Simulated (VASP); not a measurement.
Output of a VASP run:

OSZICAR:
```
       N       E                     dE             d eps       ncg     rms          rms(c)
DAV:   1     0.108436499555E+03    0.10844E+03   -0.90030E+03 13721   0.138E+03
DAV:   2    -0.735463648982E+01   -0.11579E+03   -0.11084E+03 14039   0.376E+02
DAV:   3    -0.874615572098E+01   -0.13915E+01   -0.13833E+01 15825   0.470E+01
DAV:   4    -0.875432134057E+01   -0.81656E-02   -0.81642E-02 14925   0.370E+00
DAV:   5    -0.875444631903E+01   -0.12498E-03   -0.12498E-03 15713   0.428E-01    0.117E+01
DAV:   6    -0.815693810880E+01    0.59751E+00   -0.13891E+00 14298   0.175E+01    0.373E+00
DAV:   7    -0.813336502748E+01    0.23573E-01   -0.30447E-02 15831   0.226E+00    0.171E+00
DAV:   8    -0.812842176319E+01    0.49433E-02   -0.46964E-03 14223   0.112E+00    0.231E-01
DAV:   9    -0.812822288921E+01    0.19887E-03   -0.16700E-04 15705   0.217E-01    0.315E-02
DAV:  10    -0.812822890246E+01   -0.60132E-05   -0.29948E-06 15213   0.240E-02    0.415E-03
DAV:  11    -0.812822898424E+01   -0.81775E-07   -0.38084E-07 15480   0.905E-03
   1 F= -.81282290E+01 E0= -.81281706E+01  d E =-.175261E-03
```

OUTCAR:
```
------------------------ aborting loop because EDIFF is reached ----------------------------------------
  FORCE on cell =-STRESS in cart. coord.  units (eV):
  Direction    XX          YY          ZZ          XY          YZ          ZX
  --------------------------------------------------------------------------------------
  Total        0.1410713      0.1410713      0.1037466      0.5381479      0.0000000      0.0000000
  in kB       16.8131130     16.8131130     12.3646853     64.1373435      0.0000000      0.0000000
  external PRESSURE =      15.3303037 kB  Pullay stress =       0.0000000 kB
  volume of cell :       13.44
      direct lattice vectors                 reciprocal lattice vectors
    -0.028310503  1.887366861  1.887366861    -0.261004285  0.261004285  0.264919349
     1.887366861 -0.028310503  1.887366861     0.261004285 -0.261004285  0.264919349
     1.859056358  1.859056358  0.000000000     0.268953654  0.268953654 -0.264919349
 POSITION                                       TOTAL-FORCE (eV/Angst)
 -----------------------------------------------------------------------------------
      0.00000      0.00000      0.00000         0.000000      0.000000      0.000000
 -----------------------------------------------------------------------------------
    total drift:                               -0.000000     -0.000000     -0.000000
  FREE ENERGIE OF THE ION-ELECTRON SYSTEM (eV)
  ---------------------------------------------------
  free  energy   TOTEN  =        -8.1282289842 eV

  energy  without entropy=       -8.1280537227  energy(sigma->0) =       -8.12817056
```
(Selected blocks of OUTCAR.)

### POSCAR
```
Rh
1
   -0.0283105029     1.8873668608     1.8873668608
    1.8873668608    -0.0283105029     1.8873668608
    1.8590563579     1.8590563579     0.0000000000
Rh
1
Direct
  1.0000000000   1.0000000000   1.0000000000
```

Reconstruct the remaining input files.

Several could match; the one computed here: the input of the run itself, PBEsol GGA, plane waves, VASP's PBE PAW potentials (set 64).

### INCAR
```
# general
SYSTEM =Rh
PREC   =Accurate
ENCUT  =480   # plane-wave cut-off (eV)
LREAL  =F   # projection in real space or not
LASPH  =T   # aspherical one-centre terms

# electronic loop
EDIFF  =1E-7   # SCF stop (eV)
NELM   =100   # most electronic steps
ALGO   =Normal   # blocked Davidson
LMAXMIX=4   # l cut-off of mixed one-centre charges

# smearing
ISMEAR =1   # Methfessel-Paxton
SIGMA  =0.1

# functional
GGA    =PS

# ions
ISIF   =2

# output
LWAVE  =F
LCHARG =F
```

**KPOINTS**
```
Automatic mesh
0
Gamma
16 16 16
0 0 0
```

POTCAR, in this order: Rh_pv (PBE.64 set). Program: vasp_std.

The compound is Rh in the fcc structure. This cell was strained or had an atom moved on purpose.
